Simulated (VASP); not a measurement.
Calculation: r2SCAN+rVV10, VASP's PBE PAW potentials (set 64) (plane waves; VASP).

VASP input:

File KPOINTS:
```
Automatic mesh
0
Gamma
7 7 4
0 0 0
```

POSCAR:
```
GaN
1
    1.5912219442    -2.7560772156     0.0000000000
    1.5912219442     2.7560772156     0.0000000000
    0.0000000000     0.0000000000     5.1801024123
Ga N
2 2
Direct
  0.6666670000   0.3333330000   0.5000334008
  0.3333330000   0.6666670000   0.0000334008
  0.6666670000   0.3333330000   0.8769665992
  0.3333330000   0.6666670000   0.3769665992
```

### INCAR
```
SYSTEM=GaN
PREC=Accurate; ENCUT=520; LREAL=.FALSE.
LASPH=.TRUE.
EDIFF=1E-6; NELM=100; ALGO=Normal
LMAXMIX=4; LMIXTAU=.TRUE.
ISMEAR=0; SIGMA=0.05
METAGGA=R2SCAN; LUSE_VDW=.TRUE.; BPARAM=11.95
CPARAM=0.0093
IBRION=2; NSW=60; ISIF=3
EDIFFG=-0.02
LWAVE=.FALSE.; LCHARG=.FALSE.
```

POTCAR, in this order: Ga_d N (PBE.64 set). Program: vasp_std.

Predict the energy per atom (σ→0).

```json
{
 "energy per atom (σ→0)": "-10.707 eV/atom"
}
```

### OSZICAR
```
...
DAV:  19    -0.428296558374E+02    0.12310E-04   -0.17135E-05  1876   0.608E-02    0.558E-03
DAV:  20    -0.428296648880E+02   -0.90506E-05   -0.51162E-06  1078   0.251E-02    0.320E-03
DAV:  21    -0.428296603218E+02    0.45662E-05   -0.50589E-07   564   0.734E-03    0.826E-03
DAV:  22    -0.428296708842E+02   -0.10562E-04   -0.35697E-07   546   0.133E-02    0.604E-03
DAV:  23    -0.428296658916E+02    0.49927E-05   -0.77160E-07   534   0.108E-02    0.159E-03
DAV:  24    -0.428296675110E+02   -0.16194E-05   -0.46507E-07   528   0.600E-03    0.402E-04
DAV:  25    -0.428296665594E+02    0.95160E-06   -0.12141E-07   528   0.375E-03
   1 F= -.42829667E+02 E0= -.42829667E+02  d E =-.428297E+02
```

The compound is GaN in the wurtzite structure. It was relaxed first. The start is the result of an earlier pass.
